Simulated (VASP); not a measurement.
Write the native input for VASP 6.6.1 that does the following.

```
Task                   : single point
Functional             : PBE
Potentials or basis    : VASP PAW PBE potentials, release 64 (Al)
Cutoff                 : 250 eV
k mesh                 : 18 × 18 × 18
Occupations            : gaussian, width 0.1 eV
Spin                   : no spin polarisation
Further INCAR settings : ALGO = Normal; EDIFF = 1e-07; NBANDS = 8
```

The structure of Al lies in POSCAR:

```
Al                                      
1.0
    0.0000000000      1.9791737515      1.9791737515
    1.9791737515      0.0000000000      1.9791737515
    1.9791737515      1.9791737515      0.0000000000
  Al            
     1
Direct
     0.0000000000000000    0.0000000000000000    0.0000000000000000
```

The cell isn't the ideal one: a relaxed cell with its volume scaled by 0.94.

These files were run (other wordings do the same):

INCAR

```
PREC = Accurate ; ENCUT = 250
EDIFF = 1E-7 ; ISMEAR = 0
SIGMA = 0.1 ; LREAL = F
LASPH = T ; NELM = 80
ALGO = Normal ; ISIF = 2
LWAVE = F ; LCHARG = F
GGA = PE ; NBANDS = 8
```

KPOINTS

```
regular mesh
0
Gamma
  18 18 18
```

Potentials or basis: VASP PAW PBE potentials, release 64 (Al).

Launch:

```bash
$ cat potpaw_PBE.64/Al/POTCAR > POTCAR
$ mpirun -np 1 vasp_std > vasp.out
```

Results of the run:

```
Band gap on the k mesh : none (metal or under the smearing width)
```

It took 6.3 s on 1 thread of AMD EPYC 7R13 Processor (Zen 3), on a shared host, peak memory 0.08 GiB.
